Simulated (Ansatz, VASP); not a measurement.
# Mo (Mo wire along [111], 4 atoms a period): VASP beside Ansatz, part 2 of 2

Aim: how closely do two programs agree when they are given the same cell, functional and k mesh? Of the first pair: The structure shown is the start of the Ansatz relaxation below; VASP solves that cell, so the two are compared at the walk's first step.

VASP 6.6.1 and Ansatz 0.2.0.

So far. Step 4 (Side by side): The forces differ by 10 meV/Å r.m.s., which is 0.6 % of the r.m.s. force of 1.738 eV/Å (both taken over all components).

### Step 5. Ansatz: relaxation, PBE

Level of this step: Ansatz beside VASP: Kohn-Sham DFT, plane waves, PBE (Ansatz).

This run makes the geometry at which the two programs are then compared. The cell compared in this pair holds 288.09 Å³, against 289.27 Å³ for the pair before.

The structure compared here is the end of the Ansatz relaxation.

input.yaml

```yaml
crystal:
  lattice:
    - [11.269, 0.0, 0.0]
    - [0.0, 9.38, 0.0]
    - [0.0, 0.0, 2.736640276]
  atoms:
    - { symbol: Mo, position: [0.301712663, 0.500006887, 0.0] }
    - { symbol: Mo, position: [0.499996222, 0.362473348, 0.333333333] }
    - { symbol: Mo, position: [0.499996222, 0.637540426, 0.666666667] }
    - { symbol: Mo, position: [0.698279781, 0.500006887, 0.0] }
kpoints:
  mp_grid: { grid: [1, 1, 30] }
scf:
  occupations: { method: fermi_dirac, width: 0.05 }
hamiltonian:
  xc: pbe
relax:
  cell: { fix: [a, b, alpha, beta, gamma] }
  max_steps: 60
```

Run with:

```console
$ ansatz run input.yaml --threads 4 --pin off --max-ram 16384MiB --backend cpu --events-out ev --progress --plain --runs-dir out
```

Numbers of over 12 decimals in the logs are rounded to 6 here.

The program printed:

```text
[...]
Crystal: 4 atoms, lattice volume = 289.272 Å³
Basis set: ecut = 420 eV, 5671 PW (Γ), exchange–correlation on 160×128×40 points (8 copies of the dense FFT grid, shifted against one another)
Bands: 34, of which v1, the nominal top of the filled ones, is band 28 counted from 1 (27 counted from 0)
Symmetry: 4 space group operations
[...]
k-points: 16 of 30
[...]
P = ⅓ Tr σ = 0.0383 GPa (0.383 kbar)
--- Relaxed structure (7 steps of the walk, 7 accepted, 1 SCFs on fresh bases) ---
[...]
cell:  # Å, volume = 288.0871 Å³
    - [11.269, 0.0, 0.0]
    - [0.0, 9.38, 0]
    - [0.0, 0, 2.725434]
  atoms:
    - { symbol: Mo, position: [0.326138, 0.500007, 0] }
    - { symbol: Mo, position: [0.499996, 0.374748, 0.284462] }
    - { symbol: Mo, position: [0.499996, 0.625266, 0.715538] }
    - { symbol: Mo, position: [0.673854, 0.500007, 0] }
[key lines of the parts left out:]
SCF converged after 6 iterations
Free energy (F): -19815.616457 eV
Fermi energy:    1.671051 eV
```

### Step 6. VASP: single point, PBE, relaxed cell, pair 2

The same cell, functional, mesh and smearing now go to VASP, with its own data sets.

INCAR

```
SYSTEM = Mo
PREC = Accurate
ENCUT = 500
EDIFF = 1E-06
NELM = 120
ISMEAR = -1
SIGMA = 0.05
LREAL = .FALSE.
ALGO = Normal
GGA = PE
NBANDS = 34
LASPH = .TRUE.
LORBIT = 11
LWAVE = .FALSE.
LCHARG = .FALSE.
ISIF = 2
GGA_COMPAT = .FALSE.
```

POSCAR

```
Mo
1.0
   11.2690000000      0.0000000000      0.0000000000
    0.0000000000      9.3800000000      0.0000000000
    0.0000000000      0.0000000000      2.7254337707
Mo
4
Direct
    0.3261420454      0.5000068870      0.0000000000
    0.5000000000      0.3747478453      0.2844618627
    0.5000000000      0.6252659287      0.7155381373
    0.6738579546      0.5000068870      0.0000000000
```

KPOINTS

```
Automatic mesh
0
Gamma
1 1 30
0 0 0
```

Potentials, in the order of the species: Mo_sv (PBE family, release 64).

Run with:

```console
$ mpirun -np 1 vasp_std
```

The program printed:

```text
[... set-up lines as in an earlier step ...]
 entering main loop
       N       E                     dE             d eps       ncg     rms          rms(c)
DAV:   1     0.462302643074E+03    0.46230E+03   -0.34014E+04  1592   0.134E+03
DAV:   2    -0.147029567866E+02   -0.47701E+03   -0.46748E+03  1292   0.373E+02
DAV:   3    -0.389164920250E+02   -0.24214E+02   -0.23429E+02  1408   0.640E+01
DAV:   4    -0.399622443363E+02   -0.10458E+01   -0.10360E+01  1464   0.988E+00
[...]
DAV:  17    -0.353082086396E+02   -0.14367E-03   -0.20814E-05   992   0.185E-02    0.534E-03
DAV:  18    -0.353082158081E+02   -0.71685E-05   -0.44679E-06  1072   0.106E-02    0.151E-03
DAV:  19    -0.353082165036E+02   -0.69554E-06   -0.52237E-07   808   0.385E-03
   1 F= -.35308217E+02 E0= -.35285789E+02  d E =-.448550E-01
```

From OUTCAR (step 6):

```text
  Total        0.4611428      0.2585616      0.2593899      0.0000000     -0.0503076      0.0000000
  in kB        2.5646150      1.4379733      1.4425796      0.0000000     -0.2797821      0.0000000
  external PRESSURE =       1.8150560 kB  Pullay stress =       0.0000000 kB

 POSITION                                       TOTAL-FORCE (eV/Angst)
 -----------------------------------------------------------------------------------
      3.67529      4.69006      0.00000        -0.106362      0.000000      0.000000
      5.63450      3.51513      0.77528         0.000000     -0.079354      0.025037
      5.63450      5.86499      1.95015         0.000000      0.079354     -0.025037
      7.59371      4.69006      0.00000         0.106362      0.000000      0.000000
 -----------------------------------------------------------------------------------
    total drift:                                0.000000     -0.000000     -0.000000

  FREE ENERGIE OF THE ION-ELECTRON SYSTEM (eV)
  ---------------------------------------------------
  free  energy   TOTEN  =       -35.3082165036 eV

  energy  without entropy=      -35.2633615334  energy(sigma->0) =      -35.28578902

[... 1 part as in an earlier step ...]

[... 2 further parts left out ...]
[key lines of the parts left out:]
E-fermi :  -0.1742
```

### Step 7. Side by side

What differs besides the data sets and the points named for the pairs above, as far as they apply: the cutoff is 420 eV in Ansatz and 500 eV in VASP; Ansatz's pressure holds a Pulay correction, VASP's none. Total energies have different zeros and are not compared.

The two programs side by side:

| quantity | Ansatz | VASP | difference |
| --- | --- | --- | --- |
| pressure (GPa) | 0.04 | 0.18 | -0.14 |

Forces (eV/Å; atoms numbered as in POSCAR):

| atom | Ansatz x, y, z | VASP x, y, z |
| --- | --- | --- |
| Mo1 | -0.008, 0.000, 0.000 | -0.106, 0.000, 0.000 |
| Mo2 | 0.000, 0.003, -0.002 | 0.000, -0.079, 0.025 |
| Mo3 | 0.000, -0.003, 0.002 | 0.000, 0.079, -0.025 |
| Mo4 | 0.008, 0.000, 0.000 | 0.106, 0.000, 0.000 |

The forces differ by 53 meV/Å r.m.s., where the r.m.s. force is 0.003 eV/Å in Ansatz and 0.055 eV/Å in VASP: the atoms lie near their places of rest in Ansatz, so a percentage would say little (all taken over all components).

### Step 8. Results

| Item | Value |
| --- | --- |
| r.m.s. force difference (single point, PBE, start cell, pair 1) | 0.59 % of the r.m.s. force |
| r.m.s. force difference (single point, PBE, relaxed cell, pair 2) | 53 meV/Å |

In words: The r.m.s. force difference is 53 meV/Å (single point, PBE, relaxed cell, pair 2), beyond the 12 meV/Å picked in this series as the mark of a large difference. What causes the difference of the single point, PBE, relaxed cell, pair 2 pair stays open here. Such differences can come from data sets, numerical settings and the points named under the comparisons, not from the functional's error against experiment.

[Lines on the potential files, build, host, timing and source positions are cut from VASP's logs without a mark.]

[Logs are printed without paths, hosts, clocks, repeated set-up lines and the standing remarks that a program may print on its own settings, such as how far it seeks lower states.]

[Hosts, paths, dates, database ids (printed as entryN), source tags and the programs' standing remarks are cut or masked in the printed files.]
